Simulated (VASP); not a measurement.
VASP runs on NiAl (CsCl type) share one base input (PBE GGA, plane waves, VASP's PBE PAW potentials (set 64)) and change the settings named in each case.

**INCAR**
```
# general
SYSTEM =NiAl
PREC   =Accurate
ENCUT  =400
LREAL  =.False.
LASPH  =.True.

# electronic loop
EDIFF  =1E-6
NELM   =100
ALGO   =Normal
LMAXMIX=4

# smearing
ISMEAR =1
SIGMA  =0.1

# functional
GGA    =PE

# ions
ISIF   =2

# output
LWAVE  =.False.
LCHARG =.False.
```

File KPOINTS:
```
Automatic mesh
0
Gamma
11 11 11
0 0 0
```

File POSCAR:
```
NiAl
1
    2.9478000000     0.0000000000     0.0000000000
    0.0000000000     2.9478000000     0.0000000000
    0.0000000000     0.0000000000     2.9478000000
Al Ni
1 1
Direct
  0.5000000000   0.5000000000   0.5000000000
  0.0000000000   0.0000000000   0.0000000000
```

POTCAR, in this order: Al Ni (PBE.64 set). Program: vasp_std.

```csv
change,E(σ→0) (eV/atom),pressure (GPa),−TS (eV)
base run,-5.2506,-7.95,-0.0004
"LDAU = .TRUE., LDAUJ = 0 0, LDAUL = -1 2, LDAUTYPE = 2, LDAUU = 0 1.0",-4.9313,-8.95,-0.0004
"LDAU = .TRUE., LDAUJ = 0 0, LDAUL = -1 2, LDAUTYPE = 2, LDAUU = 0 2.0",-4.6210,…,-0.0004
"LDAU = .TRUE., LDAUJ = 0 0, LDAUL = -1 2, LDAUTYPE = 2, LDAUU = 0 3.0",-4.3203,-10.78,-0.0003
"LDAU = .TRUE., LDAUJ = 0 0, LDAUL = -1 2, LDAUTYPE = 2, LDAUU = 0 4.0",-4.0297,-11.84,-0.0003
"LDAU = .TRUE., LDAUJ = 0 0, LDAUL = -1 2, LDAUTYPE = 2, LDAUU = 0 5.0",-3.7499,-13.00,-0.0003
"LDAU = .TRUE., LDAUJ = 0 0, LDAUL = -1 2, LDAUTYPE = 2, LDAUU = 0 6.0",-3.4816,-14.22,-0.0005
"LDAU = .TRUE., LDAUJ = 0 0, LDAUL = -1 2, LDAUTYPE = 2, LDAUU = 0 8.0",-2.9829,-16.81,-0.0007
"LDAU = .TRUE., LDAUJ = 0 0, LDAUL = -1 2, LDAUTYPE = 2, LDAUU = 0 5.0, LMAXMIX = 2",-3.7499,-13.01,-0.0003
```

### Question
Complete the blanks.

### Answer

- LDAU = .TRUE., LDAUJ = 0 0, LDAUL = -1 2, LDAUTYPE = 2, LDAUU = 0 2.0, pressure (GPa): -9.84

Energies of different potentials or functionals have different zeros.

Left out are runs that ran out of time, are held back, or changed the cell or the kind of run, fixed moments of cells without a moment, rows past the twelfth, gaps on odd meshes, pressures of charged cells and columns that move by less than the noise.

The compound is NiAl in the CsCl type structure. The cell was not relaxed at this level. The run is not spin-polarised, so no magnetic state was tried. The electron count is odd and the run is not spin-polarised, which forces a metal.
